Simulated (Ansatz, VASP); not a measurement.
# AlGaN2 ([0001] superlattice of 1 + 1 bilayers (invented)) in two plane-wave programs, part 2 of 3

Aim: how closely do two programs agree when they are given the same cell, functional and k mesh? The cell is generated by rule, not measured, and may not be a known phase. The cell is taken from a series of runs on this material, whose earlier steps may have relaxed, scaled, displaced or heated it; both programs get it as it stands.

VASP 6.6.1 and Ansatz 0.2.0.

So far: The starting structure; VASP: relaxation of cell and atoms, r2SCAN, pair 1.

## 3. Ansatz: relaxation of cell and atoms, r2SCAN, pair 1

Level of this step: Ansatz beside VASP: Kohn-Sham DFT, plane waves, r2SCAN (Ansatz).

Ansatz runs on its PAW soft_1 files.

The same cell, functional and mesh now go to Ansatz.

The input, input.yaml:

```yaml
crystal:
  lattice:
    - [3.1434085948, 0.0, 0.0]
    - [-1.5717042974, 2.7222716976, 0.0]
    - [0.0, 0.0, 5.092640028]
  atoms:
    - { symbol: Ga, position: [0.3333333333, 0.6666666667, -0.0007481371] }
    - { symbol: Al, position: [0.6666666667, 0.3333333333, 0.4972698653] }
    - { symbol: "N", position: [0.3333333333, 0.6666666667, 0.3844458559] }
    - { symbol: "N", position: [0.6666666667, 0.3333333333, 0.8690324159] }
kpoints:
  mp_grid: { grid: [9, 9, 4] }
hamiltonian:
  xc: r2scan
  pseudopotentials: { kind: paw, azcp: { folder: soft_1 } }
scf:
  occupations: { method: fixed }
output:
  forces: true
  stress: true
  eigenvalues: true
  write_density: true
  write_potential: true
  elf: true
  volumetric_format: npy
basis:
  ecutwfc: 600.0
relax:
  adjacent_minimum: "off"
  f_tol: 0.001
  max_steps: 60
  cell: { stress_tol: 0.01 }
```

Run with:

```
$ ansatz run input.yaml --threads 4 --pin off --max-ram 9216MiB --backend cpu --events-out ev --progress --plain --runs-dir out
```

Numbers of over 12 decimals in the logs are rounded to 6 here.

What it wrote:

```text
Engine: ansatz 0.2.0, x86_64-unknown-linux-gnu
Pseudopotentials: kind: paw
Pseudopotential: Ga, paw, valence charge 13, recommended cutoff 500 eV (meta_gga), soft_1/Ga.paw.azcp
Pseudopotential: Al, paw, valence charge 3, recommended cutoff 500 eV (meta_gga), soft_1/Al.paw.azcp
Pseudopotential: N, paw, valence charge 5, recommended cutoff 500 eV (meta_gga), soft_1/N.paw.azcp
Functional definition: r2SCAN
  parameter k0 = 0.174
  parameter k1 = 0.065
  parameter a1 = 4.9479
  exchange = r2scan_x(k0 = k0, k1 = k1, a1 = a1)
  correlation = r2scan_c
Crystal: 4 atoms, lattice volume = 43.579 Å³
Basis set: ecut = 600 eV, 1437 PW (Γ), exchange–correlation on 108×108×180 points (64 copies of the dense FFT grid, shifted against one another)
Bands: 17, of which v1, the nominal top of the filled ones, is band 13 counted from 1 (12 counted from 0)
Symmetry: 6 space group operations
Space group: P3m1 (ITA 156), of the structure as read, at distance tolerance 3.5e-5 Å
k-points: 43 of 324 (time reversal used)
Non-local potential: Ga, projectors of the file, l = 0: 2, l = 1: 2, l = 2: 3, l = 3: 1
Non-local potential: Al, projectors of the file, l = 0: 2, l = 1: 2, l = 2: 1
Non-local potential: N, projectors of the file, l = 0: 2, l = 1: 2, l = 2: 1
PAW form: soft (Blöchl's): semilocal exchange-correlation on the pseudo side does not see the compensation charge
PAW frozen core: Ga, regenerated for the run's functional (the file was generated under x = pbe(κ = 0.804, μ = 0.219515), c = pbe(β = 0.066725))
PAW frozen core: Al, regenerated for the run's functional (the file was generated under x = pbe(κ = 0.804, μ = 0.219515), c = pbe(β = 0.066725))
PAW frozen core: N, regenerated for the run's functional (the file was generated under x = pbe(κ = 0.804, μ = 0.219515), c = pbe(β = 0.066725))
PAW one-centre angular grid: Ga, 590 points (default); XC on 160 Gauss nodes
PAW one-centre angular grid: Al, 302 points (default); XC on 160 Gauss nodes
PAW one-centre angular grid: N, 302 points (default); XC on 160 Gauss nodes
Initial density: superposition of atomic densities (chi_scale 0.1, normalization cell, long waves kept (reshape's long-wave potential 0.13 eV rms))
Initial wavefunctions: pseudopotential atomic-orbital guess
Functional: x = r2scan, c = r2scan; τ floored in thin density (d = 2e-4 eV/Å³)
SCF iter   1: F=—  HF=-5106.307395 eV  |F-HF|=—  |Δ(HF+E_count)|=         —  Δρ=1.28e-1  dr2=6.78e0  dr2_τ=7.73e-1  ethr=3.10e-3  ⟨swp⟩=4.3  Hψ=3055  notcnv=0  defer=39
preconditioner: auto → none  [insulator: Δε(μ)=4.080 eV  Ē_g=17.514 eV  n_scr=10 (ndim 8)  ℏωp=28.7 eV  f_vac=0.000  ε∞_Penn≈3.7]
SCF iter   2: F=—  HF=-5104.913097 eV  |F-HF|=—  |Δ(HF+E_count)|=    1.39e0  Δρ=5.89e-2  dr2=7.33e-1  dr2_τ=2.61e-1  ethr=3.10e-3  ⟨swp⟩=3.0  Hψ=1890  notcnv=0  defer=80
SCF iter   3: F=—  HF=-5104.856127 eV  |F-HF|=—  |Δ(HF+E_count)|=   5.70e-2  Δρ=2.24e-2  dr2=1.19e-1  dr2_τ=8.60e-3  ethr=2.82e-3  ⟨swp⟩=2.0  Hψ=1144  notcnv=0  defer=70
SCF iter   4: F=—  HF=-5104.858286 eV  |F-HF|=—  |Δ(HF+E_count)|=   2.16e-3  Δρ=9.26e-3  dr2=2.54e-2  dr2_τ=5.97e-4  ethr=4.56e-4  ⟨swp⟩=2.0  Hψ=1541  notcnv=0  defer=85
SCF iter   5: F=—  HF=-5104.849199 eV  |F-HF|=—  |Δ(HF+E_count)|=   9.09e-3  Δρ=1.38e-3  dr2=5.00e-4  dr2_τ=3.67e-5  ethr=9.76e-5  ⟨swp⟩=2.0  Hψ=1336  notcnv=0  defer=85
SCF iter   6: F=—  HF=-5104.849165 eV  |F-HF|=—  |Δ(HF+E_count)|=   3.47e-5  Δρ=2.78e-4  dr2=3.38e-5  dr2_τ=1.37e-6  ethr=1.92e-6  ⟨swp⟩=2.0  Hψ=1320  notcnv=0  defer=86
SCF iter   7: F=—  HF=-5104.849174 eV  |F-HF|=—  |Δ(HF+E_count)|=   9.16e-6  Δρ=1.11e-4  dr2=5.76e-6  dr2_τ=1.25e-7  ethr=1.30e-7  ⟨swp⟩=2.0  Hψ=989  notcnv=0  defer=8
SCF iter   8: F=—  HF=-5104.849173 eV  |F-HF|=—  |Δ(HF+E_count)|=   4.02e-7  Δρ=1.82e-5  dr2=1.46e-7  dr2_τ=1.12e-8  ethr=2.22e-8  ⟨swp⟩=2.7  Hψ=1290  notcnv=0  defer=9
SCF iter   9: F=-5104.849173 eV  HF=-5104.849173 eV  |F-HF|=3.48e-8  |Δ(HF+E_count)|=   5.21e-9  Δρ=1.04e-5  dr2=4.72e-8  dr2_τ=5.94e-9  ethr=3.85e-10  ⟨swp⟩=9.6  Hψ=5338  notcnv=0
SCF 1 converged in 9 iterations: F = -5104.849173 eV  dr2 = 4.72e-8
  greatest PAW one-centre occupation: 0.994 electrons in one spin orbital (limit 2), on the Ga atom at site 0 (counted from 0), in its partial waves of l = 2
relax step   1: F+E_penalty+E_count = -5104.84917332 eV  Δ(F+E_penalty+E_count) = +0.000e0 eV  max|allowed force component| = 1.425e-3 eV/Å  Δτ_max = 0.0000 Å  P = -0.008 GPa  Ω = 43.579 Å³  (9 SCF iters, dr2 threshold 1.00e-7 eV, accepted)
[...]
relax step   2: F+E_penalty+E_count = -5104.84917382 eV  Δ(F+E_penalty+E_count) = -4.950e-7 eV  max|allowed force component| = 5.152e-4 eV/Å  Δτ_max = 0.0001 Å  P = -0.003 GPa  Ω = 43.578 Å³  energy of the carried Pulay correction = +2.415e-7 eV  (5 SCF iters, dr2 threshold 5.73e-10 eV, accepted)
[...]
relax step   3: F+E_penalty+E_count = -5104.84917382 eV  Δ(F+E_penalty+E_count) = -1.819e-12 eV  max|allowed force component| = 5.120e-4 eV/Å  Δτ_max = 0.0000 Å  P = -0.003 GPa  Ω = 43.578 Å³  stress off target by 4.31e-3 GPa  SCF on the basis re-selected at this cell (its energy is not comparable with the rows above)  (4 SCF iters)
basis re-selected at this cell: Δ(F+E_penalty+E_count) = -1.819e-12 eV, ΔP = +0.000 GPa vs the last step (what re-selecting the basis moved, of the pressure what is left beyond the Pulay correction that the steps carried, after the strain that the cell walked since its last selection, with what the two solves' SCF thresholds leave and, on support functions, any second-order correction that the steps lacked; it is no  [...]
SCF converged after 4 iterations
Free energy (F): -5104.849174 eV
Harris-Foulkes:  -5104.849174 eV  (|F-HF|=0.00e0)
Internal energy: -5104.849174 eV  (E = F + TS)
E sigma→0 (E₀):  -5104.849174 eV
Fermi energy:    8.305240 eV
--- Per-component energies (eV) ---
  E_band       = -11.496906
  E_kinetic    = 398.313523
  E_local      = -2012.825752  (includes V_loc(G=0)·N_el)
  E_nonlocal   = -9.303063
  E_hartree    = 1166.884380
  E_xc         = -212.186948
  E_vxc        = -257.972614  (∫ρ·V_xc dr)
  E_paw        = -2746.739992  (= ΣΔE_a)
  E_vpaw       = -477.403468  (= ΣTr[D̂ρ^β])
  E_aug_tail   = 0.000025  (compensation charges beyond the density's cutoff)
  E_vtau       = 13.925680  (kinetic-family band-sum trace: ∫τ·v_τ [+ j·A + Jᵃ·Aᵃ] dr)
  E_ewald      = -1688.219043
  E_core_change = -0.772303  (= ΣΔE_core)
  E_smearing   = -0.000000  (= −TS)
  E_closure    = -0.000000  (closes the sum)
  Σ components = -5104.849174   (vs F -5104.849174, Δ=0.00e0)
--- Forces (eV/Å), atoms counted from 1 ---
  atom   1  Ga     0.00000000     0.00000000     0.00033754
  atom   2  Al     0.00000000     0.00000000    -0.00047558
  atom   3  N     -0.00000000    -0.00000000    -0.00035280
  atom   4  N     -0.00000000     0.00000000     0.00051899
  max |Σ_I F_I| component: 2.82e-5 eV/Å
--- Stress (GPa, compression-positive) ---
       -0.004314      -0.000000       0.000000
       -0.000000      -0.004314      -0.000000
        0.000000      -0.000000      -0.000866
  P = ⅓ Tr σ = -0.0032 GPa (-0.032 kbar)
--- Band table (eV; the first three rows and the last of 43) ---
  k-point 0: bands = [... 9 lower, 7.1381, 8.1790, 8.3052, 8.3052, 11.7002, 14.5565, 18.8680, 19.6408]
  k-point 1: bands = [... 9 lower, 7.2242, 7.2242, 8.2122, 8.2122, 12.7380, 14.6638, 18.4863, 19.5908]
  k-point 2: bands = [... 9 lower, 7.3309, 7.3309, 8.0985, 8.0985, 13.7950, 14.6227, 18.1049, 18.8050]
  k-point 42: bands = [... 9 lower, 4.0284, 4.2773, 6.9465, 7.1774, 15.5516, 15.8995, 16.2768, 16.5974]
--- Relaxed structure (2 steps of the walk, 2 accepted, 1 SCFs on fresh bases) ---
  F+E_penalty+E_count = -5104.84917382 eV   max|allowed force component| = 5.120e-4 eV/Å   (the final SCF, on the basis selected at the relaxed cell)
  cell:  # Å, volume = 43.5779 Å³
    - [3.143318, 0.0, 0]
    - [-1.571659, 2.722193, 0]
    - [0, 0, 5.092825]
  atoms:
    - { symbol: Ga, position: [0.333333, 0.666667, -0.000743208] }
    - { symbol: Al, position: [0.666667, 0.333333, 0.497278] }
    - { symbol: N, position: [0.333333, 0.666667, 0.384433] }
    - { symbol: N, position: [0.666667, 0.333333, 0.869033] }
```

## 4. Comparison

Known differences besides the potentials themselves: VASP keeps PBE cores, Ansatz makes them for the functional; fixed occupations in Ansatz, narrow Gaussian smearing in VASP; the cutoff is 600 eV in Ansatz and 660 eV in VASP; Ansatz adds a Pulay correction to the stress that steers its cell, VASP none. Total energies have different zeros and are not compared.

Compared:

```csv
quantity,Ansatz,VASP,difference
volume (Å³),43.58,43.66,-0.19 %
"edge a after relaxation, in the typed setting (Å)",3.143,3.145,-0.06 %
"edge c after relaxation, in the typed setting (Å)",5.093,5.096,-0.07 %
```

## 5. Ansatz: relaxation of cell and atoms, r2SCAN, pair 2

The relaxed volume is the usual yardstick between codes: in a stiff, nearly cubic crystal its relative difference is about their pressure difference at one cell divided by the bulk modulus.

The cell is taken from a series of runs on this material, whose earlier steps may have relaxed, scaled, displaced or heated it; both programs get it as it stands.

input.yaml, the sections that differ from step 3:

```yaml
crystal:
  lattice:
    - [3.15, 0.0, 0.0]
    - [-1.575, 2.72798, 0.0]
    - [0.0, 0.0, 5.103]
  atoms:
    - { symbol: Ga, position: [0.333333, 0.666667, 0.0] }
    - { symbol: Al, position: [0.666667, 0.333333, 0.5] }
    - { symbol: "N", position: [0.333333, 0.666667, 0.375] }
    - { symbol: "N", position: [0.666667, 0.333333, 0.875] }
scf:
  occupations: { method: gaussian, width: 0.1 }
output:
  forces: true
  stress: true
  eigenvalues: true
relax:
  adjacent_minimum: "off"
  f_tol: 0.05
  max_steps: 80
  cell: { stress_tol: 0.5 }
# kpoints, hamiltonian, basis: as in step 3
```

What it wrote:

```text
[...]
cell:  # Å, volume = 43.5736 Å³
    - [3.142979, 0, -4.785247060436698e-19]
    - [-1.571489, 2.721899, 2.3926235302183485e-19]
    - [-7.752100269053858e-19, 0, 5.093427]
  atoms:
    - { symbol: Ga, position: [0.333333, 0.666667, -0.000460156] }
    - { symbol: Al, position: [0.666667, 0.333333, 0.497538] }
    - { symbol: N, position: [0.333333, 0.666667, 0.384220] }
    - { symbol: N, position: [0.666667, 0.333333, 0.868703] }
[key lines of the parts left out:]
SCF converged after 4 iterations
Free energy (F): -5104.849084 eV
Fermi energy:    10.006596 eV
P = ⅓ Tr σ = 0.0172 GPa (0.172 kbar)
```

## 6. VASP: relaxation of cell and atoms, r2SCAN, pair 2

The same cell, functional, mesh and smearing now go to VASP, with its own data sets.

The input, INCAR:

```
SYSTEM = AlGaN2
PREC = Accurate
ENCUT = 660
EDIFF = 1E-07
NELM = 120
ISMEAR = 0
SIGMA = 0.1
LREAL = .FALSE.
ALGO = Normal
METAGGA = R2SCAN
LASPH = .TRUE.
NBANDS = 19
LORBIT = 11
LWAVE = .FALSE.
LCHARG = .FALSE.
ISIF = 3
IBRION = 2
NSW = 80
EDIFFG = -0.005
GGA_COMPAT = .FALSE.
NELMIN = 4
EFERMI = MIDGAP
LMIXTAU = .TRUE.
KPAR = 2
```

The input, POSCAR:

```
AlGaN2
1.0
    3.1500000000      0.0000000000      0.0000000000
   -1.5750000000      2.7279800000      0.0000000000
    0.0000000000      0.0000000000      5.1030000000
Ga Al N
1 1 2
Direct
    0.3333332722      0.6666665445      0.0000000000
    0.6666667278      0.3333334555      0.5000000000
    0.3333332722      0.6666665445      0.3750000000
    0.6666667278      0.3333334555      0.8750000000
```

The input, KPOINTS:

```
Automatic mesh
0
Gamma
9 9 4
0 0 0
```

The projector-augmented-wave data sets are Ga_d, Al and N (PBE family, release 64).

Run with:

```
$ mpirun -np 2 vasp_std
```

What it wrote:

```text
[banner, memory and clock lines left out]
running    2 mpi-ranks, on    1 nodes
[...]
[... a notice as in an earlier step ...]

 LDA part: xc-table for (None), standard interpolation
 POSCAR, INCAR and KPOINTS ok, starting setup
[...]
entering main loop
       N       E                     dE             d eps       ncg     rms          rms(c)
DAV:   1     0.209163002374E+03    0.20916E+03   -0.15316E+04  1652   0.245E+03
DAV:   2    -0.227329043838E+02   -0.23190E+03   -0.22008E+03  1827   0.524E+02
DAV:   3    -0.494271946031E+02   -0.26694E+02   -0.26388E+02  1883   0.147E+02
DAV:   4    -0.503212721573E+02   -0.89408E+00   -0.89149E+00  2233   0.284E+01
[...]
DAV:  22    -0.410521764000E+02    0.13645E-05   -0.11146E-07  1420   0.378E-03    0.258E-03
DAV:  23    -0.410521762691E+02    0.13093E-06   -0.13176E-08   973   0.129E-03    0.273E-03
DAV:  24    -0.410521762678E+02    0.12542E-08   -0.17695E-09   949   0.810E-04
   1 F= -.41052176E+02 E0= -.41052176E+02  d E =-.410522E+02
[... from here on, the cycles between the ionic steps are left out ...]
   2 F= -.41097881E+02 E0= -.41097881E+02  d E =-.457047E-01
   3 F= -.41103254E+02 E0= -.41103254E+02  d E =-.510777E-01
   4 F= -.41103618E+02 E0= -.41103618E+02  d E =-.364433E-03
   5 F= -.41104012E+02 E0= -.41104012E+02  d E =-.758142E-03
   6 F= -.41104063E+02 E0= -.41104063E+02  d E =-.511513E-04
   7 F= -.41104067E+02 E0= -.41104067E+02  d E =-.544397E-04
   8 F= -.41104067E+02 E0= -.41104067E+02  d E =-.549357E-04
   9 F= -.41104071E+02 E0= -.41104071E+02  d E =-.433708E-05
 trial-energy change:   -0.000004  1 .order   -0.000006   -0.000013    0.000001
 step:   0.7995(harm=  0.8838)  dis= 0.00029  next Energy=   -41.104071 (dE=-0.438E-05)
 reached required accuracy - stopping structural energy minimisation
```

From OUTCAR (step 6):

```text
  Total       -0.0016148     -0.0016148      0.0004934      0.0000000     -0.0000000     -0.0000000
  in kB       -0.0592573     -0.0592573      0.0181059      0.0000000     -0.0000000     -0.0000000
  external PRESSURE =      -0.0334695 kB  Pullay stress =       0.0000000 kB

 POSITION                                       TOTAL-FORCE (eV/Angst)
 -----------------------------------------------------------------------------------
     -0.00000      1.81588      5.09308        -0.000000     -0.000000      0.000566
      1.57260      0.90794      2.53441        -0.000000     -0.000000     -0.001186
     -0.00000      1.81588      1.96183        -0.000000     -0.000000      0.001197
      1.57260      0.90794      4.42603         0.000000      0.000000     -0.000578
 -----------------------------------------------------------------------------------
    total drift:                               -0.000001      0.000164      0.002220

  FREE ENERGIE OF THE ION-ELECTRON SYSTEM (eV)
  ---------------------------------------------------
  free  energy   TOTEN  =       -41.1040714145 eV

  energy  without entropy=      -41.1040714145  energy(sigma->0) =      -41.10407141

[... 2 parts as in an earlier step ...]

[... 2 further parts left out ...]
[key lines of the parts left out:]
E-fermi :   7.2224
```

## 7. Differences

Both answers:

```csv
quantity,Ansatz,VASP,difference
volume (Å³),43.57,43.66,-0.20 %
"edge a after relaxation, in the typed setting (Å)",3.143,3.145,-0.07 %
"edge c after relaxation, in the typed setting (Å)",5.093,5.096,-0.06 %
```

(Part 2 of 3 ends here.)

[Lines on the potential files, build, host, timing and source positions are cut from VASP's logs without a mark.]

[Logs are printed without paths, hosts, clocks, repeated set-up lines and the standing remarks that a program may print on its own settings, such as how far it seeks lower states.]

[Hosts, paths, dates, database ids (printed as entryN), source tags and the programs' standing remarks are cut or masked in the printed files.]
